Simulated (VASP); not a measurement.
Here is the system:

```xyz
6
Lattice="1.5687 -2.7171 0.0000 1.5687 2.7171 0.0000 0.0000 0.0000 16.1833" Properties=species:S:1:pos:R:3 pbc="T T T"
Mo     1.5687     0.9057     4.0458
Mo     1.5687    -0.9057    12.1375
S      1.5687     0.9057    13.6931
S      1.5687    -0.9057     5.6015
S      1.5687    -0.9057     2.4902
S      1.5687     0.9057    10.5818
```

The numbers are results of AM05 GGA, VASP's PBE PAW potentials (set 64) (plane waves; VASP 6.6.1), not measurements. Run with 520 eV cut-off, Gaussian smearing of 0.050 eV, potentials Mo_sv S.

Without a dispersion term in the relaxation, distances and binding between the weakly bound layers, chains or molecules are unreliable, and so is what depends on them.

### Question
Give the energies of bands 17 to 30 at the high-symmetry points, in eV from the valence-band maximum.

### Answer

```
band      Γ      M      K      A      L      H
----  -----  -----  -----  -----  -----  -----
17    -2.66  -4.24  -4.25  -2.66  -4.23  -4.25
18    -2.66  -4.22  -4.25  -2.66  -4.23  -4.25
19    -1.99  -3.25  -3.64  -1.88  -3.25  -3.64
20    -1.75  -3.25  -3.64  -1.88  -3.25  -3.64
21    -1.50  -1.97  -2.98  -1.50  -1.96  -2.98
22    -1.50  -1.96  -2.98  -1.50  -1.96  -2.98
23    -1.50  -0.92  -2.24  -1.50  -0.92  -2.24
24    -1.50  -0.92  -2.24  -1.50  -0.92  -2.24
25    -0.20  -0.70  -0.03  -0.09  -0.70  -0.03
26     0.00  -0.70  -0.02  -0.09  -0.70  -0.03
27     2.87   2.40   1.79   2.87   2.40   1.79
28     2.87   2.40   1.79   2.87   2.40   1.79
29     2.88   2.90   3.02   2.88   2.91   3.06
30     2.88   2.92   3.09   2.88   2.91   3.06
```

The gap is indirect, 1.79 eV, from the valence maximum at Γ to the conduction minimum at K.

Measured: gap 1.29 eV (computed value off by +0.50 eV), as given by Wei Chen et al., Physical Review Materials (2018), doi:10.1103/physrevmaterials.2.073803.

The compound is MoS2 in the 2H layered structure. It was relaxed first, which changed the volume by +30 %.
